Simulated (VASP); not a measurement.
Given:

```
CELL_PARAMETERS angstrom
     -1.61165     1.61165     3.93185
      1.61165    -1.61165     3.93185
      1.61165     1.61165    -3.93185
ATOMIC_POSITIONS crystal
  Si 0.66531 0.66531 0.00000
  Si 0.33469 0.33469 0.00000
  W  0.00000 0.00000 0.00000
```

The numbers are results of rev-vdW-DF2, VASP's PBE PAW potentials (set 64) (plane waves; VASP), not measurements. Numerical set-up: 520 eV cut-off, 15×15×15 Γ-centred mesh, tetrahedra with Blöchl corrections, potentials Si W_sv.

Unless said otherwise, spin-orbit coupling is left out, though it shifts the bands of the heavy elements here.

### Question
Predict the energy per atom (σ→0), band gap (on the k-mesh) with the smallest direct gap where there is one.

### Answer

| Item | Result |
|---|---|
| band gap (on the k-mesh) | none (metal, semimetal or under 0.01 eV) |
| energy per atom (σ→0) | -6.701 eV/atom |

Only differences to runs with the same potentials and settings are physical.

The compound is WSi2 in the MoSi2 type structure. It was relaxed first.
